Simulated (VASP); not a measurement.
Crystal: Ca3ZrN3.

```
Ca Zr N
1.0
     5.35528    0.00000    0.00000
    -2.67764    4.63780    0.00000
     0.00000    0.00000    5.40230
Ca Zr N
3 1 3
Direct
  0.50000 0.00000 0.50000
  0.00000 0.50000 0.50000
  0.50000 0.50000 0.50000
  0.00000 0.00000 0.00000
  0.33333 0.66667 0.00000
  0.66667 0.33333 0.00000
  0.00000 0.00000 0.50000
```

The cell was built by a generator and needn't be a form met in nature.

```yaml
Program: VASP 6.6.1
Task: relaxation of cell and atoms
Functional: PBE
Potentials_or_basis: VASP PAW PBE potentials, release 64 (Ca_sv, Zr_sv, N)
Cutoff: 520 eV
k_mesh: 3 × 3 × 3
Occupations: gaussian, width 0.15 eV
Spin: no spin polarisation
```

At the start: pressure -14.8 GPa; volume 19.17 Å³/atom.

How do energy, volume and symmetry change on relaxing?

Over 6 steps the energy falls by 1103.6 meV/atom and the volume is 17.11 Å³/atom (-10.7 %); space group P6/mmm (No. 191, to 0.05 Å).

The path:
```tsv
step	energy change (eV)	largest force (eV/Å)	pressure (GPa)	volume (Å³)
1	0.0000	0.0000	-14.77	134.18
2	-6.6233	0.0000	1.38	100.93
3	-6.7971	0.0000	8.27	97.25
4	-7.3955	0.0000	8.82	104.15
5	-7.4155	0.0000	10.04	107.65
6	-7.7250	0.0000	0.26	119.76
```

Final structure:
```yaml
crystal:
  lattice:
    - [5.93630, 0.00000, 0.00000]
    - [-2.96815, 5.14098, 0.00000]
    - [0.00000, 0.00000, 3.92425]
  atoms:
    - { symbol: Ca, position: [0.50000, 0.00000, 0.50000] }
    - { symbol: Ca, position: [0.00000, 0.50000, 0.50000] }
    - { symbol: Ca, position: [0.50000, 0.50000, 0.50000] }
    - { symbol: Zr, position: [0.00000, 0.00000, 0.00000] }
    - { symbol: N, position: [0.33333, 0.66667, 0.00000] }
    - { symbol: N, position: [0.66667, 0.33333, 0.00000] }
    - { symbol: N, position: [0.00000, 0.00000, 0.50000] }
```

Caveat: the k mesh is coarse (spacing up to 0.45 Å⁻¹), so the values aren't converged.
